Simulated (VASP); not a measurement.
Consider the following.

```
CELL_PARAMETERS angstrom
      0.00000     3.22413     3.22413
      3.22413     0.00000     3.22413
      3.22413     3.22413     0.00000
ATOMIC_POSITIONS crystal
  Hg 0.00000 0.00000 0.00000
  Te 0.25000 0.25000 0.25000
```

All values below come from LDA (Ceperley-Alder, Perdew-Zunger) with spin-orbit coupling, VASP's LDA PAW potentials (set 64) (plane waves; VASP). Numerical set-up: 400 eV cut-off, 9×9×9 Γ-centred mesh, Gaussian smearing of 0.050 eV, potentials Hg Te.

Give the energies of bands 12 to 25 at the high-symmetry points, in eV from the Fermi level.

| band | Γ | X | U | L | W |
|---|---|---|---|---|---|
| 12 | -6.64 | -6.15 | -6.10 | -6.26 | -5.96 |
| 13 | -1.10 | -5.68 | -5.88 | -5.85 | -5.91 |
| 14 | -1.10 | -5.68 | -5.62 | -5.85 | -5.72 |
| 15 | -0.77 | -2.71 | -3.31 | -1.55 | -3.19 |
| 16 | -0.77 | -2.71 | -3.27 | -1.55 | -2.94 |
| 17 | 0.00 | -2.53 | -2.22 | -1.02 | -2.90 |
| 18 | 0.00 | -2.53 | -2.19 | -1.02 | -2.81 |
| 19 | 0.00 | 1.57 | 1.81 | 0.32 | 2.62 |
| 20 | 0.00 | 1.57 | 1.96 | 0.32 | 3.05 |
| 21 | 3.09 | 2.04 | 3.59 | 4.42 | 4.20 |
| 22 | 3.09 | 2.04 | 3.68 | 4.42 | 4.24 |
| 23 | 4.22 | 7.70 | 6.33 | 4.87 | 4.50 |
| 24 | 4.22 | 7.70 | 6.65 | 4.87 | 5.16 |
| 25 | 4.22 | 8.19 | 6.81 | 6.38 | 5.71 |

It has no gap at this level: it comes out as a metal or semimetal.

The compound is HgTe in the zinc blende structure. It was relaxed first.
